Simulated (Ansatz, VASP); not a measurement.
## Two plane-wave programs on ZrV3B2

```
B V Zr
1.0
     2.50841    4.34468    0.00000
    -2.50841    4.34468    0.00000
     0.00000    0.00000    3.14691
B V Zr
2 3 1
Cartesian
  -0.0003 2.8966 0.0000
  -0.0003 5.7928 0.0000
  0.0000 4.3447 1.5735
  1.2542 2.1723 1.5735
  -1.2542 2.1723 1.5735
  0.0000 0.0000 0.0000
```

The cell was built by a generator and needn't be a form met in nature.

Alike in both runs: task single point; functional PBE; k mesh 8 × 8 × 11; no spin polarisation.

|  | VASP | Ansatz |
| --- | --- | --- |
| version | VASP 6.6.1 | Ansatz 0.2.0 |
| potentials or method | VASP PAW PBE potentials, release 64 (B, V_sv, Zr_sv) | PAW plane waves |
| plane-wave cutoff (eV) | 520 | 420 |
| occupations | fermi-dirac, width 0.1 eV | fermi-dirac |
| valence electrons in the cell | 57 | 57 |

|  | VASP | Ansatz | Ansatz less VASP |
| --- | --- | --- | --- |
| pressure (GPa) | 24.4 | 24.1 | -0.23 |
| largest component of the traceless stress (GPa) | 0.47 | 0.51 | +0.035 |

Ansatz warned: «structure_snapped_to_symmetry».

Caveats: so large a pressure means that the cell lies far from this level's equilibrium, or that cutoff or potentials fall short (VASP).
